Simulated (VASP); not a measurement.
NiAl (CsCl type) relaxed at rising pressure, in one space group throughout; other phases were not tried. The pressures are those reached. Level of theory: LDA (Ceperley-Alder, Perdew-Zunger), VASP's LDA PAW potentials (set 64) (plane waves; VASP).

```json
[
 {"P (GPa)": "0.15", "V (Å³/atom)": "11.376", "k-mesh": "13×13×13"},
 {"P (GPa)": "5.17", "V (Å³/atom)": "11.089", "k-mesh": "13×13×13"},
 {"P (GPa)": "10.16", "V (Å³/atom)": "10.838", "k-mesh": "13×13×13"},
 {"P (GPa)": "20.01", "V (Å³/atom)": "10.418", "k-mesh": "13×13×13"},
 {"P (GPa)": "29.98", "V (Å³/atom)": "10.064", "k-mesh": "13×13×13"}
]
```

A change of mesh leaves a small step in the series.

Q: Fit an equation of state and predict the volume at 45.00 GPa.

A: Least squares on the third-order Birch-Murnaghan form, P = (3B0/2)(y⁷ − y⁵)[1 + (3/4)(B′ − 4)(y² − 1)] with y = (V0/V)^(1/3), gives V0 = 11.385 Å³/atom, B0 = 185 GPa and B′ = 4.4, and so 9.626 Å³/atom. The run gave 9.619 Å³/atom, -0.1 % from the fit.

Pressures at which the relaxation failed are left out.

The compound is NiAl in the CsCl type structure. The run is not spin-polarised, so no magnetic state was tried. The electron count is odd and the run is not spin-polarised, which forces a metal.
